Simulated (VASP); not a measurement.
Data:

```xyz
3
Lattice="1.8066 -3.1292 0.0000 1.8066 3.1292 0.0000 0.0000 0.0000 5.7591" Properties=species:S:1:pos:R:3 pbc="T T T"
Zr     1.8066     3.1292     0.0000
S      1.8066     1.0431     1.4402
S      1.8066    -1.0431     4.3189
```

All values below come from PBE GGA with D4 dispersion, VASP's PBE PAW potentials (set 64) (plane waves; VASP). Numerical set-up: 520 eV cut-off, 7×7×4 Γ-centred mesh, Gaussian smearing of 0.050 eV, potentials Zr_sv S.

Question: The ions and cell shape at fixed volume are relaxed. What does this cell relax into?

Answer: 
```xyz
3
Lattice="1.8167 -3.1467 0.0000 1.8167 3.1467 0.0000 0.0000 0.0000 5.6953" Properties=species:S:1:pos:R:3 pbc="T T T"
Zr     0.0000     0.0000     0.0000
S      1.8167     1.0489     1.4587
S      1.8167    -1.0489     4.2366
```
Space group P-3m1 (164), at a tolerance of 0.03 Å.

Question: How much energy does the relaxation gain?

Answer: The energy (σ→0) changes by -4.4 meV/atom, in 5 ionic steps.

```tsv
step	E(σ→0) (eV)	max force (eV/Å)	pressure (GPa)	volume (Å³)
1	-22.2081	0.370	3.08	65.12
2	-22.2178	0.155	1.99	65.12
3	-22.2203	0.024	1.09	65.12
4	-22.2213	0.012	0.97	65.12
5	-22.2214	0.005	0.89	65.12
```

The compound is ZrS2 in the 1T layered structure. This cell is one point of a volume scan, at 0.97 of the reference volume. Symmetry was kept, so distortions that lower it aren't found.
